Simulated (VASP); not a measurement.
Here is the system:

```xyz
2
Lattice="0.0000 2.9835 2.9835 2.9835 0.0000 2.9835 2.9835 2.9835 0.0000" Properties=species:S:1:pos:R:3 pbc="T T T"
Hg     0.0000     0.0000     0.0000
S      1.4917     1.4917     1.4917
```

Method: PBE GGA, VASP's PBE PAW potentials (set 64) (plane waves; VASP). Run with ADDGRID = .TRUE., 400 eV cut-off, 7×7×7 Γ-centred mesh, Gaussian smearing of 0.050 eV, potentials Hg S.

Unless said otherwise, spin-orbit coupling is left out, though it shifts the bands of the heavy elements here.

Problem. Predict the energy per atom (σ→0), band gap (on the k-mesh) with the smallest direct gap where there is one.

Solution. 
The band gap (on the k-mesh) comes out as none (metal, semimetal or under 0.01 eV) and the energy per atom (σ→0) is -2.275 eV/atom.

The compound is HgS in the zinc blende structure, metacinnabar; cinnabar is the stable form. The cell was not relaxed at this level. The run is one of a series of settings (ADDGRID = .TRUE. against the base run), some of them coarse on purpose.
